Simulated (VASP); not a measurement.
Energy against volume of Ni$_{3}$Si (L1_2). These are r2SCAN meta-GGA, VASP's PBE PAW potentials (set 64) (plane waves; VASP 6.6.1) values and carry that method's errors. Settings: 520 eV cut-off, 9×9×9 Γ-centred mesh, first-order Methfessel-Paxton smearing of 0.10 eV, potentials Si Ni.

| V (Å³/atom) | E (eV/atom) |
|---|---|
| 9.786 | -11.56196 |
| 10.098 | -11.58577 |
| 10.411 | -11.59312 |
| 10.723 | -11.58662 |

Problem. Fit these four points and predict the energy of the run at 11.035 Å³/atom.

Solution. A cubic in V^(−2/3), the third-order Birch-Murnaghan form, passes through the four points with V0 = 10.41 Å³/atom and B0 = 236 GPa, and gives -11.5685 eV/atom there. The run gave -11.5684 eV/atom, +0.1 meV/atom from the fit; all five points give B0 = 236 GPa.

The compound is Ni3Si in the L1_2 structure. It was relaxed first. The run is not spin-polarised, so no magnetic state was tried.
